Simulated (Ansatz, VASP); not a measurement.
# H2C9 (armchair graphene ribbon, 9 dimer lines) in two plane-wave programs, part 2 of 2

Aim: how closely do two programs agree when they are given the same cell, functional and k mesh? The cell is taken from a series of runs on this material, whose earlier steps may have relaxed, scaled, displaced or heated it; both programs get it as it stands.

VASP 6.6.1 and Ansatz 0.2.0.

So far: The starting structure; VASP: single point, PBE.

### 3. Ansatz: single point, PBE

Level of this step: Ansatz beside VASP: Kohn-Sham DFT, plane waves, PBE (Ansatz).

Ansatz runs on its default PAW (the set named soft_2) files.

The same cell, functional, mesh and smearing now go to Ansatz, which takes its cutoff from its data sets.

File input.yaml:

```yaml
crystal:
  lattice:
    - [19.7259839672, 0.0, 0.0]
    - [0.0, 9.0, 0.0]
    - [0.0, 0.0, 4.26]
  atoms:
    - { symbol: C, position: [-0.187025815, 0.0, 0.0] }
    - { symbol: C, position: [-0.062341938, 0.0, 0.0] }
    - { symbol: C, position: [0.062341938, 0.0, 0.0] }
    - { symbol: C, position: [0.187025815, 0.0, 0.0] }
    - { symbol: H, position: [-0.297221776, 0.0, 0.0387323944] }
    - { symbol: H, position: [0.297221776, 0.0, 0.0387323944] }
    - { symbol: C, position: [-0.249367753, 0.0, 0.1666666667] }
    - { symbol: C, position: [-0.124683876, 0.0, 0.1666666667] }
    - { symbol: C, position: [0.0, 0.0, 0.1666666667] }
    - { symbol: C, position: [0.124683876, 0.0, 0.1666666667] }
    - { symbol: C, position: [0.249367753, 0.0, 0.1666666667] }
    - { symbol: C, position: [-0.249367753, 0.0, 0.5] }
    - { symbol: C, position: [-0.124683876, 0.0, 0.5] }
    - { symbol: C, position: [0.0, 0.0, 0.5] }
    - { symbol: C, position: [0.124683876, 0.0, 0.5] }
    - { symbol: C, position: [0.249367753, 0.0, 0.5] }
    - { symbol: H, position: [-0.297221776, 0.0, 0.6279342723] }
    - { symbol: H, position: [0.297221776, 0.0, 0.6279342723] }
    - { symbol: C, position: [-0.187025815, 0.0, 0.6666666667] }
    - { symbol: C, position: [-0.062341938, 0.0, 0.6666666667] }
    - { symbol: C, position: [0.062341938, 0.0, 0.6666666667] }
    - { symbol: C, position: [0.187025815, 0.0, 0.6666666667] }
kpoints:
  mp_grid: { grid: [1, 1, 16] }
hamiltonian:
  xc: pbe
scf:
  occupations: { method: fermi_dirac, width: 0.05 }
  convergence: { dr2_threshold: 1.0e-08 }
output:
  transmission:
    leads: [[0, 0]]
    e_range: [-4.0, 2.0]
    de: 0.05
    kmesh: [1, 1]
    reduced_basis: true
```

Run with:

```bash
ansatz run input.yaml --threads 4 --pin off --max-ram 8192MiB --backend cpu --events-out ev --progress --plain --runs-dir out
```

Numbers of over 12 decimals in the logs are rounded to 6 here.

What it wrote:

```text
Engine: ansatz 0.2.0, aarch64-unknown-linux-gnu
Pseudopotentials: kind: paw
Pseudopotential: C, paw, valence charge 4, recommended cutoff 420 eV (normal), C.paw.azcp
Pseudopotential: H, paw, valence charge 1, recommended cutoff 420 eV (normal), H.paw.azcp
Functional definition: PBE
  parameter kappa = 0.804
  parameter beta = 0.066725
  exchange = pbe_x(kappa = kappa, mu = beta*pi^2/3)
  correlation = pbe_c(beta = beta)
Crystal: 22 atoms, lattice volume = 756.294 Å³
Basis set: ecut = 420 eV, 14701 PW (Γ)
Bands: 60, of which v1, the nominal top of the filled ones, is band 38 counted from 1 (37 counted from 0)
Symmetry: 8 space group operations
Space group: Pmmm (ITA 47), of the structure as read, at distance tolerance 9.1e-5 Å
k-points: 9 of 16
Non-local potential: C, projectors of the file, l = 0: 2, l = 1: 2, l = 2: 1
Non-local potential: H, projectors of the file, l = 0: 2, l = 1: 1
PAW form: soft (Blöchl's): semilocal exchange-correlation on the pseudo side does not see the compensation charge
PAW one-centre angular grid: C, 110 points (default); XC on 64 Gauss nodes
PAW one-centre angular grid: H, 110 points (default); XC on 64 Gauss nodes
Initial density: superposition of atomic densities (neutral atoms: chi_scale 0, normalization atom), corrected by the library's trained network
Initial wavefunctions: pseudopotential atomic-orbital guess
Functional: x = pbe(κ = 0.804, μ = 0.219515), c = pbe(β = 0.066725)
SCF iter   1: F=—  HF=-4580.025329 eV  |F-HF|=—  |Δ(HF+E_count)|=         —  Δρ=2.12e-3  dr2=1.16e-1  ethr=1.77e-3  ⟨swp⟩=11.4  Hψ=3529  notcnv=0  defer=98
preconditioner: auto → Resta (q_TF=auto, 1.860 Å⁻¹)  ε∞=1.7  [insulator: Δε(μ)=0.680 eV  Ē_g=13.956 eV  σ=0.050 eV  W_gap=1.00  n_scr=80 (ndim 8)  ℏωp=11.8 eV  f_vac=0.697  D(μ)=0.01/eV (n_scr^D=0)  ε∞_Penn≈1.7  vacuum switching on, ρ_ref=1.4e-2 e/Å³]
SCF iter   2: F=—  HF=-4580.009575 eV  |F-HF|=—  |Δ(HF+E_count)|=   1.58e-2  Δρ=1.75e-3  dr2=4.94e-2  ethr=1.52e-4  ⟨swp⟩=2.3  Hψ=889  notcnv=0  defer=136
SCF iter   3: F=—  HF=-4580.002020 eV  |F-HF|=—  |Δ(HF+E_count)|=   7.56e-3  Δρ=8.11e-4  dr2=6.34e-3  ethr=6.50e-5  ⟨swp⟩=2.0  Hψ=678  notcnv=0  defer=136
SCF iter   4: F=—  HF=-4580.002540 eV  |F-HF|=—  |Δ(HF+E_count)|=   5.20e-4  Δρ=2.93e-4  dr2=7.54e-4  ethr=8.35e-6  ⟨swp⟩=2.1  Hψ=722  notcnv=0  defer=136
SCF iter   5: F=—  HF=-4580.003227 eV  |F-HF|=—  |Δ(HF+E_count)|=   6.87e-4  Δρ=8.53e-5  dr2=4.33e-5  ethr=9.93e-7  ⟨swp⟩=2.2  Hψ=739  notcnv=0  defer=136
SCF iter   6: F=—  HF=-4580.003310 eV  |F-HF|=—  |Δ(HF+E_count)|=   8.28e-5  Δρ=2.93e-5  dr2=4.93e-6  ethr=5.70e-8  ⟨swp⟩=2.1  Hψ=740  notcnv=0  defer=136
SCF iter   7: F=—  HF=-4580.003429 eV  |F-HF|=—  |Δ(HF+E_count)|=   1.19e-4  Δρ=6.48e-6  dr2=3.93e-7  ethr=6.49e-9  ⟨swp⟩=2.1  Hψ=860  notcnv=0  defer=136
SCF iter   8: F=—  HF=-4580.003429 eV  |F-HF|=—  |Δ(HF+E_count)|=   1.17e-7  Δρ=2.55e-6  dr2=3.12e-8  ethr=5.18e-10  ⟨swp⟩=2.0  Hψ=687  notcnv=0  defer=136
SCF iter   9: F=-4580.003429 eV  HF=-4580.003429 eV  |F-HF|=4.52e-9  |Δ(HF+E_count)|=   9.47e-8  Δρ=6.52e-7  dr2=2.37e-9  ethr=1.32e-11  ⟨swp⟩=24.2  Hψ=3733  notcnv=0
SCF 1 converged in 9 iterations: F = -4580.003429 eV  dr2 = 2.37e-9
  greatest PAW one-centre occupation: 0.674 electrons in one spin orbital (limit 2), on the C atom at site 14 (counted from 0), in its partial waves of l = 0
transmission: 6 of 36 steps passed
transmission: 12 of 36 steps passed
[...]
transmission: 36 of 36 steps passed
SCF converged after 9 iterations
Free energy (F): -4580.003429 eV
Harris-Foulkes:  -4580.003429 eV  (|F-HF|=4.52e-9)
Internal energy: -4580.003307 eV  (E = F + TS)
E sigma→0 (E₀):  -4580.003368 eV
Entropy (-TS):   -0.000122 eV (-0.006 meV/atom)
Fermi energy:    -1.523948 eV
--- Per-component energies (eV) ---
  E_band       = -795.130317
  E_kinetic    = 1688.309222
  E_local      = -18343.692441  (includes V_loc(G=0)·N_el)
  E_nonlocal   = 498.661938
  E_hartree    = 8300.310104
  E_xc         = -898.508626
  E_vxc        = -1113.854742  (∫ρ·V_xc dr)
  E_paw        = -1790.393990  (= ΣΔE_a)
  E_vpaw       = -125.172499  (= ΣTr[D̂ρ^β])
  E_aug_tail   = -0.005377  (compensation charges beyond the density's cutoff)
  E_ewald      = 5965.315864
  E_smearing   = -0.000122  (= −TS)
  E_closure    = 0.000000  (closes the sum)
  Σ components = -4580.003429   (vs F -4580.003429, Δ=0.00e0)
--- Band table (eV; the first three rows and the last of 9) ---
  k-point 0: bands = [... 34 lower, -3.6427, -2.9515, -2.6383, -1.8576, -1.1903, -0.4045, -0.2541, 0.1108, ... 18 higher]
  k-point 1: bands = [... 34 lower, -3.7951, -3.1266, -2.6814, -2.1799, -0.8742, -0.3874, -0.0620, 0.2950, ... 18 higher]
  k-point 2: bands = [... 34 lower, -4.1813, -3.5474, -2.8081, -2.7002, -0.3707, -0.3325, 0.4081, 0.7757, ... 18 higher]
  k-point 8: bands = [... 34 lower, -5.6075, -4.5497, -4.5064, -3.9025, 0.1478, 0.9527, 1.0165, 2.6131, ... 18 higher]
--- Transmission ---
  basis      : 1555 plane waves across, 6 finite elements along
  points     : 1, standing for a mesh of 1 x 1
  energies   : 121 from -4.000000 to 2.000000 eV about the Fermi level, 0.050000 eV apart; the leads are filled to 0.000000 eV, and channels, transmission and decay are at 0.000000 eV
  crystal 0  : C18H4, at the sites [0, 0], period 4.2600 Å: whole cells are its period
    offset         : up to 0.0000 Å between an atom of the period and one for which it stands
    channels       : 0.000000e0 a spin
    conductance    : none, the energies end too early or step too widely for 300 K: set another output.transmission.e_range or a lower de, or, where they end at an eighth of basis.ecutwfc, a higher one
    slowest decay  : 0.0547 /Å at (0.0000, 0.0000)
```

In the SCF lines HF is the Harris–Foulkes energy and dr2 the Hartree energy of the density residual, in eV; the loop may stop once dr2 is under the threshold and the program's other checks hold. Hψ counts applications of the Hamiltonian.

### 4. Differences

Known differences besides the potentials themselves: the cutoff is 420 eV in Ansatz and 520 eV in VASP. Total energies have different zeros and are not compared.

Compared:

| quantity | Ansatz | VASP | difference |
| --- | --- | --- | --- |
| gap on the k mesh (eV) | 0.667 | 0.667 | +0.001 |

A gap on the mesh is an upper bound, since the band edges may lie between its points. With vacuum in the cell, a pressure given here is an average over mostly empty space and none of the material.

### 5. Results

| Item | Value |
| --- | --- |
| difference in gap on the k mesh (single point, PBE) | 5.5e-4 eV |

The difference in gap on the k mesh is 5.5e-4 eV (single point, PBE), within the 0.08 eV picked in this series as the mark of a large difference. How closely two codes agree says nothing of how well the functional describes the real material.

[Lines on the potential files, build, host, timing and source positions are cut from VASP's logs without a mark.]

[Logs are printed without paths, hosts, clocks, repeated set-up lines and the standing remarks that a program may print on its own settings, such as how far it seeks lower states.]

[Hosts, paths, dates, database ids (printed as entryN), source tags and the programs' standing remarks are cut or masked in the printed files.]
